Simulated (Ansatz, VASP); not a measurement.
# Two plane-wave programs on ReP

INCAR

```
PREC     = Accurate       # precision mode
ENCUT    = 520            # plane-wave cutoff, eV
EDIFF    = 1E-7           # SCF threshold, eV
ISMEAR   = 0              # smearing method
SIGMA    = 0.05           # smearing width, eV
LREAL    = F              # projectors in reciprocal space
LASPH    = T              # aspherical terms in the spheres
NELM     = 60             # most SCF steps
ALGO     = Normal         # electronic algorithm
ISIF     = 2              # what is computed and relaxed
LWAVE    = F              # write WAVECAR
LCHARG   = F              # write CHGCAR
GGA      = PS             # functional
NBANDS   = 13             # bands
```

The input KPOINTS:

```
regular mesh
0
Gamma
  12 12 12
```

The input POSCAR:

```
ReP
1.0
    0.0000000000      2.5941299765      2.5941299765
    2.5941299765      0.0000000000      2.5941299765
    2.5941299765      2.5941299765      0.0000000000
Re P
1 1
Direct
    0.0000000000      0.0000000000      0.0000000000
    0.2500000000      0.2500000000      0.2500000000
```

Input for Ansatz:

```yaml
crystal:
  lattice:
    - [0.0, 2.5941299765, 2.5941299765]
    - [2.5941299765, 0.0, 2.5941299765]
    - [2.5941299765, 2.5941299765, 0.0]
  atoms:
    - { symbol: Re, position: [0.0, 0.0, 0.0] }
    - { symbol: P, position: [0.25, 0.25, 0.25] }
basis:
  ecutwfc: 420
  ecutrho_ratio: 4
kpoints:
  mp_grid: { grid: [12, 12, 12] }
hamiltonian:
  xc: pbesol
scf:
  occupations: { method: gaussian, width: 0.05 }
output:
  forces: true
  stress: true
  eigenvalues: true
```

Alike in both runs: task single point; functional PBEsol; k mesh 12 × 12 × 12; occupations gaussian, width 0.05 eV; no spin polarisation.

|  | VASP | Ansatz |
| --- | --- | --- |
| version | VASP 6.6.1 | Ansatz 0.2.0 |
| potentials or method | VASP PAW PBE potentials, release 64 (Re, P) | scalar-relativistic, plane waves, PAW |
| plane-wave cutoff (eV) | 520 | 420 |
| valence electrons in the cell | 12 | 20 |

VASP gave:

```
gap on the k mesh at the Fermi level (eV) : none
pressure (GPa)                            : 9.5
```

Which values does Ansatz return?

gap on the k mesh at the Fermi level (eV): none; pressure (GPa): 7.9.

A gap of «none» marks a metal or a gap that the smearing closes. The two sets of potentials don't hold the same shells in valence.

Caveats: the PAW data sets were made with another functional, which shifts forces and pressure a little (VASP). Spin-orbit coupling is left out, which matters for the levels of Re.
